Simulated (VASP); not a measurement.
A convergence study with VASP on GaAs (zinc blende): one setting is varied, all else stays as given below, so the limit is that of these other settings. Each run relaxes cell and ions from the cell shown.

```
CELL_PARAMETERS angstrom
      0.00000     2.82500     2.82500
      2.82500     0.00000     2.82500
      2.82500     2.82500     0.00000
ATOMIC_POSITIONS crystal
  Ga 0.00000 0.00000 0.00000
  As 0.25000 0.25000 0.25000
```

Calculation: LDA (Ceperley-Alder, Perdew-Zunger), VASP's LDA PAW potentials (set 64) (plane waves; VASP). The tightest run used: 550 eV cut-off, 12×12×12 Γ-centred mesh, Gaussian smearing of 0.050 eV, potentials Ga_d As.

Q: The settings run are 2×2×2 mesh; 3×3×3 mesh; 4×4×4 mesh; 5×5×5 mesh; 6×6×6 mesh; 7×7×7 mesh; 8×8×8 mesh; 9×9×9 mesh; 10×10×10 mesh; 11×11×11 mesh; 12×12×12 mesh. From which on does the relaxed volume stay within 0.05 Å³/atom of the tightest run?

A: From 5×5×5 mesh on: it is off by 0.003 there and by no more than 0.05 in any finer run, while 4×4×4 mesh is off by 0.072.
```tsv
setting	relaxed volume (Å³/atom)	E (eV/atom)	irreducible k-points	difference judged (Å³/atom)
2×2×2 mesh	26.366	-3.6364	3	4.283
3×3×3 mesh	22.438	-4.5110	4	0.354
4×4×4 mesh	22.155	-4.7249	8	0.072
5×5×5 mesh	22.086	-4.7868	10	0.003
6×6×6 mesh	22.072	-4.8075	16	0.011
7×7×7 mesh	22.072	-4.8153	20	0.011
8×8×8 mesh	22.075	-4.8185	29	0.008
9×9×9 mesh	22.078	-4.8199	35	0.005
10×10×10 mesh	22.080	-4.8206	47	0.003
11×11×11 mesh	22.082	-4.8209	56	0.001
12×12×12 mesh	22.083	-4.8211	72	0.000
```

Left out are rungs that failed or repeat a setting and relaxations that didn't move; long series are thinned to 24 rows.

The compound is GaAs in the zinc blende structure.
